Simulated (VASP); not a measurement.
Cu:

```
CELL_PARAMETERS angstrom
0.00000 1.80750 1.80750
1.80750 0.00000 1.80750
1.80750 1.80750 0.00000
ATOMIC_POSITIONS crystal
Cu 0.00000 0.00000 0.00000
```

```yaml
Program: VASP 6.6.1
Task: relaxation of cell and atoms
Functional: LDA
Potentials_or_basis: VASP PAW LDA potentials, release 64 (Cu)
Cutoff: 600 eV
k_mesh: 18 × 18 × 18
Occupations: methfessel-paxton, width 0.1 eV
Spin: no spin polarisation
```

At the start: pressure -11.5 GPa; volume 11.81 Å³/atom.

Q: How do energy, volume and symmetry change on relaxing?

A: Over 3 steps the energy falls by 33.6 meV/atom and the volume is 10.95 Å³/atom (-7.3 %); space group Fm-3m (No. 225, to 0.05 Å).

Step by step:
```csv
step,energy change (eV),largest force (eV/Å),pressure (GPa),volume (Å³)
1,0.0000,0.0000,-11.54,11.81
2,-0.0176,0.0000,10.19,10.42
3,-0.0336,0.0000,-0.10,10.95
```

Final structure:
```
Cu
1.0
     0.00000    1.76240    1.76240
     1.76240    0.00000    1.76240
     1.76240    1.76240    0.00000
Cu
1
Direct
  0.00000 0.00000 0.00000
```
